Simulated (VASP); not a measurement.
Here is the system:

```
CELL_PARAMETERS angstrom
      4.38646     0.00000     0.00000
      0.00000     4.38646     0.00000
      0.00000     0.00000     4.38646
ATOMIC_POSITIONS crystal
  Cs 0.00000 0.00000 0.00000
  Br 0.50000 0.50000 0.50000
```

These are PBE GGA, VASP's PBE PAW potentials (set 64) (plane waves; VASP 6.6.1) values and carry that method's errors. Settings: 480 eV cut-off, 6×6×6 Γ-centred mesh, Gaussian smearing of 0.050 eV, potentials Cs_sv Br.

Energy and stress use the plane-wave basis of the starting cell.

Problem. The ions, cell shape and volume at an external pressure of 1.0 GPa are relaxed. Predict the relaxed structure.

Solution. 
```
CELL_PARAMETERS angstrom
      4.29641     0.00000     0.00000
      0.00000     4.29641     0.00000
      0.00000     0.00000     4.29641
ATOMIC_POSITIONS crystal
  Cs 0.00000 0.00000 0.00000
  Br 0.50000 0.50000 0.50000
```
Space group Pm-3m (221), at a tolerance of 0.03 Å.

Problem. How do energy and volume change from the first to the last step?

Solution. The energy (σ→0) changes by +7.7 meV/atom and the volume by -6.0 %, in 3 ionic steps.

The compound is CsBr in the CsCl type structure. This run relaxes it under an external pressure of 1 GPa. Symmetry was kept, so distortions that lower it aren't found.
